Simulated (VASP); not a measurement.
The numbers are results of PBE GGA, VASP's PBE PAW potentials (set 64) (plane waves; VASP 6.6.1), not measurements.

The input files of a VASP run:

INCAR:
```
SYSTEM = Ni
PREC = Accurate
ENCUT = 400
EDIFF = 1E-6
NELM = 100
ALGO = Normal
LREAL = .FALSE.
LASPH = .TRUE.
ISMEAR = 1
SIGMA = 0.1
GGA = PE
LMAXMIX = 4
ISPIN = 2
MAGMOM = 0.8
LORBIT = 10
LWAVE = .FALSE.
LCHARG = .FALSE.
ISIF = 2
NUPDOWN = 1
```

File KPOINTS:
```
Automatic mesh
0
Gamma
16 16 16
0 0 0
```

### POSCAR
```
Ni
1
    0.0000000000     1.7600000000     1.7600000000
    1.7600000000     0.0000000000     1.7600000000
    1.7600000000     1.7600000000     0.0000000000
Ni
1
Direct
  0.0000000000   0.0000000000   0.0000000000
```

POTCAR, in this order: Ni (PBE.64 set). Program: vasp_std.

The run wrote:

File OSZICAR:
```
       N       E                     dE             d eps       ncg     rms          rms(c)
DAV:   1     0.187655037124E+02    0.18766E+02   -0.41333E+03  5388   0.117E+03
DAV:   2    -0.613828734606E+01   -0.24904E+02   -0.23811E+02  5261   0.150E+02
DAV:   3    -0.644766651107E+01   -0.30938E+00   -0.30909E+00  6156   0.217E+01
DAV:   4    -0.645053576465E+01   -0.28693E-02   -0.28690E-02  5930   0.185E+00
DAV:   5    -0.645060404892E+01   -0.68284E-04   -0.68284E-04  6134   0.245E-01    0.105E+01
DAV:   6    -0.566591112586E+01    0.78469E+00   -0.16620E+01  5455   0.684E+01    0.608E+00
DAV:   7    -0.539417879757E+01    0.27173E+00   -0.21682E+00  5510   0.241E+01    0.229E+00
DAV:   8    -0.538015518988E+01    0.14024E-01   -0.10070E-02  6914   0.110E+00    0.127E+00
DAV:   9    -0.537590538577E+01    0.42498E-02   -0.31376E-03  7511   0.637E-01    0.257E-01
DAV:  10    -0.537536505820E+01    0.54033E-03   -0.16460E-03  5761   0.382E-01    0.651E-02
DAV:  11    -0.537536822041E+01   -0.31622E-05   -0.35472E-05  6259   0.911E-02    0.271E-02
DAV:  12    -0.537536906849E+01   -0.84808E-06   -0.22846E-06  4831   0.194E-02
   1 F= -.53753691E+01 E0= -.53751931E+01  d E =-.527949E-03  mag=     1.0000
```

OUTCAR:
```
------------------------ aborting loop because EDIFF is reached ----------------------------------------
  FORCE on cell =-STRESS in cart. coord.  units (eV):
  Direction    XX          YY          ZZ          XY          YZ          ZX
  --------------------------------------------------------------------------------------
  Total        0.1758105      0.1758105      0.1758105      0.0000000     -0.0000000      0.0000000
  in kB       25.8337420     25.8337420     25.8337420      0.0000000     -0.0000000      0.0000000
  external PRESSURE =      25.8337420 kB  Pullay stress =       0.0000000 kB
  volume of cell :       10.90
      direct lattice vectors                 reciprocal lattice vectors
     0.000000000  1.760000000  1.760000000    -0.284090909  0.284090909  0.284090909
     1.760000000  0.000000000  1.760000000     0.284090909 -0.284090909  0.284090909
     1.760000000  1.760000000  0.000000000     0.284090909  0.284090909 -0.284090909
 POSITION                                       TOTAL-FORCE (eV/Angst)
 -----------------------------------------------------------------------------------
      0.00000      0.00000      0.00000         0.000000      0.000000     -0.000000
 -----------------------------------------------------------------------------------
    total drift:                                0.000000      0.000000      0.000000
  FREE ENERGIE OF THE ION-ELECTRON SYSTEM (eV)
  ---------------------------------------------------
  free  energy   TOTEN  =        -5.3753690685 eV

  energy  without entropy=       -5.3748411199  energy(sigma->0) =       -5.37519309

 total charge

# of ion       s       p       d       tot
------------------------------------------
    1        0.511   0.520   8.261   9.292

 magnetization (x)

# of ion       s       p       d       tot
------------------------------------------
    1        0.010   0.006   0.978   0.994
```
(Selected blocks of OUTCAR.)

The compound is Ni in the fcc structure. The cell was not relaxed at this level. The run is one of a series of settings (NUPDOWN = 1 against the base run), some of them coarse on purpose.
